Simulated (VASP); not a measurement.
```
CELL_PARAMETERS angstrom
      4.02070     0.00000     0.00000
      0.00000     4.02070     0.00000
      0.00000     0.00000     4.02070
ATOMIC_POSITIONS crystal
  Ba 0.00000 0.00000 0.00000
  Ti 0.50000 0.50000 0.50000
  O  0.50000 0.00000 0.50000
  O  0.00000 0.50000 0.50000
  O  0.50000 0.50000 0.00000
```

Method: optB88-vdW, VASP's PBE PAW potentials (set 64) (plane waves; VASP 6.6.1). Numerical set-up: 520 eV cut-off, Gaussian smearing of 0.050 eV, potentials Ba_sv Ti_sv O.

Unless said otherwise, spin-orbit coupling is left out, though it shifts the bands of the heavy elements here.

Problem. Give the energies of bands 12 to 23 at the high-symmetry points, in eV from the valence-band maximum.

Solution. 
```json
[
 {"band": "12", "Γ": "-2.28", "X": "-3.91", "M": "-4.20", "R": "-4.34"},
 {"band": "13", "Γ": "-2.28", "X": "-2.71", "M": "-3.96", "R": "-3.77"},
 {"band": "14", "Γ": "-2.28", "X": "-2.71", "M": "-3.79", "R": "-3.77"},
 {"band": "15", "Γ": "-1.06", "X": "-1.91", "M": "-2.61", "R": "-2.39"},
 {"band": "16", "Γ": "-1.06", "X": "-1.85", "M": "-2.61", "R": "-2.39"},
 {"band": "17", "Γ": "-1.06", "X": "-1.79", "M": "-1.70", "R": "-2.39"},
 {"band": "18", "Γ": "-0.15", "X": "-1.79", "M": "-0.87", "R": "0.00"},
 {"band": "19", "Γ": "-0.15", "X": "-0.71", "M": "-0.87", "R": "0.00"},
 {"band": "20", "Γ": "-0.15", "X": "-0.71", "M": "-0.09", "R": "0.00"},
 {"band": "21", "Γ": "1.72", "X": "1.87", "M": "3.39", "R": "4.03"},
 {"band": "22", "Γ": "1.72", "X": "3.38", "M": "3.39", "R": "4.03"},
 {"band": "23", "Γ": "1.72", "X": "3.38", "M": "3.80", "R": "4.03"}
]
```

The gap is indirect, 1.72 eV, from the valence maximum at R to the conduction minimum at Γ.

Measured: gap 3.20 eV (computed value off by -1.48 eV), as given by Yu-ichiro Matsushita et al., Physical Review B (2011), arXiv:1104.2769.

The compound is BaTiO3 in the cubic perovskite structure, the ideal cubic form; the compound distorts at low or room temperature. It was relaxed first.
